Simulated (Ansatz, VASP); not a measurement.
## TeP2 in VASP and in Ansatz

```
CELL_PARAMETERS angstrom
4.14103 0.00000 0.00000
-2.07052 3.58624 0.00000
0.00000 0.00000 4.12024
ATOMIC_POSITIONS crystal
Te 0.00000 0.00000 0.00000
P 0.33333 0.66667 0.50000
P 0.66667 0.33333 0.50000
```

Change from the starting cell: species swapped into the TbSi2 type (P6/mmm, No. 191).

Alike in both runs: functional PBE; k mesh 6 × 6 × 4; occupations gaussian, width 0.1 eV; no spin polarisation.

Ansatz relaxed the structure, and its values are those at the end. VASP's run is a single point on that final structure, the one shown.

```csv
,VASP,Ansatz
version,VASP 6.6.1,Ansatz 0.2.0
potentials or method,"VASP PAW PBE potentials, release 64 (Te, P)","scalar-relativistic, plane waves, PAW"
plane-wave cutoff (eV),520,420
valence electrons in the cell,16,26
```

Ansatz gave:

| Quantity | Value |
| --- | --- |
| gap on the k mesh at the Fermi level (eV) | none |
| pressure (GPa) | 0.1 |

Q: Estimate VASP's values.

A: gap on the k mesh at the Fermi level (eV): none; pressure (GPa): -0.1.

A gap of «none» marks a metal or a gap that the smearing closes. The two sets of potentials don't hold the same shells in valence.

Caveats: the k mesh is coarse (spacing up to 0.38 Å⁻¹), so the values aren't converged. The runs have no spin-orbit coupling, so splittings on Te are missing.
